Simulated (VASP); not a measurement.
Crystal: SbC.

```xyz
2
Lattice="3.1147 0.0000 0.0000 0.0000 3.1147 0.0000 0.0000 0.0000 3.1147" Properties=species:S:1:pos:R:3 pbc="T T T"
Sb    1.5573    1.5573    1.5573
C     0.0000    0.0000    0.0000
```

The cell was built by a generator and needn't be a form met in nature.

- Program: VASP 6.6.1
- Task: relaxation of cell and atoms
- Functional: PBEsol
- Dispersion: D3
- Potentials or basis: VASP PAW PBE potentials, release 64 (Sb, C)
- Cutoff: 600 eV
- k mesh: 9 × 9 × 9
- Occupations: fermi-dirac, width 0.05 eV
- Spin: no spin polarisation

At the start: pressure -6.2 GPa; volume 15.11 Å³/atom.

Where does the relaxation end?

Over 4 steps the energy falls by 20.2 meV/atom and the volume is 14.17 Å³/atom (-6.2 %); space group Pm-3m (No. 221, to 0.05 Å).

Step by step:
| step | energy change (eV) | largest force (eV/Å) | pressure (GPa) | volume (Å³) |
| --- | --- | --- | --- | --- |
| 1 | 0.0000 | 0.0000 | -6.20 | 30.22 |
| 2 | -0.0355 | 0.0000 | 2.59 | 27.73 |
| 3 | -0.0404 | 0.0000 | 0.15 | 28.31 |
| 4 | -0.0404 | 0.0000 | -0.02 | 28.35 |

Final structure:
```yaml
crystal:
  lattice:
    - [3.04918, 0.00000, 0.00000]
    - [0.00000, 3.04918, 0.00000]
    - [0.00000, 0.00000, 3.04918]
  atoms:
    - { symbol: Sb, position: [0.50000, 0.50000, 0.50000] }
    - { symbol: C, position: [0.00000, 0.00000, 0.00000] }
```

Caveat: the PAW data sets were made with another functional, which shifts forces and pressure a little.
